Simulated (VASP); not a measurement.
Input:

```
CELL_PARAMETERS angstrom
     -2.04291     2.04291     6.69283
      2.04291    -2.04291     6.69283
      2.04291     2.04291    -6.69283
ATOMIC_POSITIONS crystal
  Ba 0.00000 0.00000 0.00000
  Zn 0.75000 0.25000 0.50000
  Zn 0.25000 0.75000 0.50000
  As 0.63537 0.63537 0.00000
  As 0.36463 0.36463 0.00000
```

All values below come from PBEsol GGA, VASP's PBE PAW potentials (set 64) (plane waves; VASP). Numerical set-up: 400 eV cut-off, Gaussian smearing of 0.050 eV, potentials Ba_sv Zn As.

Question: Give the energies of bands 16 to 25 at the high-symmetry points, in eV from the Fermi level.

Answer: 
```
band      Γ      X      P      N      M      S      R
----  -----  -----  -----  -----  -----  -----  -----
16    -6.87  -7.12  -7.14  -7.22  -6.87  -7.16  -7.13
17    -5.29  -5.09  -4.97  -5.37  -3.84  -5.59  -5.02
18    -2.52  -4.81  -4.97  -5.17  -2.61  -4.92  -4.79
19    -2.52  -3.88  -3.82  -1.88  -2.29  -2.19  -3.85
20    -0.15  -3.47  -3.09  -1.72  -2.29  -1.48  -3.43
21    -0.15  -2.72  -3.09  -1.37  -0.49  -1.14  -2.78
22     0.16  -2.26  -2.39  -0.73  -0.49  -0.56  -2.28
23     0.23   1.01   1.93   0.89  -0.32   0.50   1.14
24     0.70   1.61   2.05   1.71   0.76   1.53   1.76
25     1.33   2.75   2.14   2.38   2.16   2.01   2.72
```

It has no gap at this level: it comes out as a metal or semimetal.

The structure comes from a computed database's BaZn2As2 entry (I4/mmm); how it stands against other phases isn't given here. It was relaxed first.
